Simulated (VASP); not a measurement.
Given:

```xyz
5
Lattice="4.3524 0.0000 0.0000 -2.1762 3.7693 0.0000 0.0000 0.0000 7.5226" Properties=species:S:1:pos:R:3 pbc="T T T"
Ba     0.0000     0.0000     0.0000
Mg     2.1762     1.2564     2.8331
Mg     0.0000     2.5129     4.6895
P      2.1762     1.2564     5.4568
P      0.0000     2.5129     2.0658
```

Calculation: PBEsol GGA, VASP's PBE PAW potentials (set 64) (plane waves; VASP 6.6.1). Numerical set-up: 400 eV cut-off, 5×5×3 Γ-centred mesh, Gaussian smearing of 0.050 eV, potentials Ba_sv Mg P.

### Question
Predict the energy per atom (σ→0).

### Answer

| Item | Value |
|---|---|
| energy per atom (σ→0) | -4.360 eV/atom |

The absolute energy has meaning only against runs of the same code, potentials and settings.

The structure comes from a computed database's BaMg2P2 entry (P-3m1); how it stands against other phases isn't given here. It was relaxed first. The start is the result of an earlier pass.
